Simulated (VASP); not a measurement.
```xyz
4
Lattice="-1.7215 1.7215 5.9006 1.7215 -1.7215 5.9006 1.7215 1.7215 -5.9006" Properties=species:S:1:pos:R:3 pbc="T T T"
Ta     0.0000     0.0000     8.8575
Ta     0.0000     1.7215     0.0067
Ge     0.0000     0.0000     1.9523
Ge     0.0000     1.7215     4.9026
```

Calculation: PBEsol GGA, VASP's PBE PAW potentials (set 64) (plane waves; VASP 6.6.1). Settings: 400 eV cut-off, Gaussian smearing of 0.050 eV, potentials Ta_pv Ge_d.

Unless said otherwise, spin-orbit coupling is left out, though it shifts the bands of the heavy elements here.

Estimate the band gap (along the path) with the smallest direct gap where there is one.

| Property | Value |
|---|---|
| band gap (along the path) | none (metal, semimetal or under 0.01 eV) |

The absolute energy has meaning only against runs of the same code, potentials and settings.

The structure was generated: TaGe was put into the NbAs type (I4_1md), which need not be its known phase. It was relaxed first.
